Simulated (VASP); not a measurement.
These are LDA (Ceperley-Alder, Perdew-Zunger), VASP's LDA PAW potentials (set 64) (plane waves; VASP) values and carry that method's errors.

A VASP calculation is set up with these files.

**POSCAR**
```
Sn2Pt
4.5864290
  0.0000000000   0.7071067709   0.7071067709
  0.7071067709   0.0000000000   0.7071067709
  0.7071067709   0.7071067709   0.0000000000
Sn Pt
2 1
direct
  0.7502940000   0.7721880000   0.7427580000
  0.2375330000   0.2438520000   0.2595260000
  0.0121730000  -0.0160400000  -0.0022830000
```

### INCAR
```
# general
SYSTEM   =  Sn2Pt
PREC     =  Accurate
ENCUT    =  300   # plane-wave cut-off (eV)
LREAL    =  F
LASPH    =  T   # aspherical one-centre terms

# electronic loop
EDIFF    =  1E-6
NELM     =  100   # most electronic steps
ALGO     =  Normal   # blocked Davidson
LMAXMIX  =  6

# smearing
ISMEAR   =  0   # Gaussian
SIGMA    =  0.272   # width (eV)

# ions
ISIF     =  2

# output
LWAVE    =  F
LCHARG   =  F
```

KPOINTS:
```
Automatic mesh
0
G
  12 12 12
```

POTCAR, in this order: Sn_d Pt (LDA.64 set). Program: vasp_std.

At this cut-off the stress carries a Pulay error, which pulls relaxed volumes low. Unless said otherwise, spin-orbit coupling is left out, though it shifts the bands of the heavy elements here.

Q: Estimate the energy per atom (σ→0), pressure, largest force, band gap (on the k-mesh).

A: 
The energy per atom (σ→0) is -5.932 eV/atom, the band gap (on the k-mesh) is none (metal, semimetal or under 0.01 eV) and the pressure is -3.50 GPa. The largest force is 0.671 eV/Å.

OSZICAR:
```
...
DAV:   7    -0.178531932571E+02    0.96691E-01   -0.22074E-01 48495   0.415E+00    0.226E+00
DAV:   8    -0.178189223188E+02    0.34271E-01   -0.78079E-02 47469   0.205E+00    0.259E-01
DAV:   9    -0.178182998746E+02    0.62244E-03   -0.55494E-03 50798   0.866E-01    0.188E-01
DAV:  10    -0.178182668212E+02    0.33053E-04   -0.85757E-04 47146   0.320E-01    0.344E-02
DAV:  11    -0.178182612550E+02    0.55662E-05   -0.68508E-05 46849   0.687E-02    0.992E-03
DAV:  12    -0.178182617075E+02   -0.45246E-06   -0.10585E-05 50722   0.406E-02    0.515E-03
DAV:  13    -0.178182618831E+02   -0.17559E-06   -0.68104E-07 29610   0.659E-03
   1 F= -.17818262E+02 E0= -.17796768E+02  d E =-.429875E-01
```

The structure comes from a computed database's Sn2Pt entry; how it stands against other phases isn't given here. The cell was not relaxed at this level, atoms are displaced from their ideal sites.
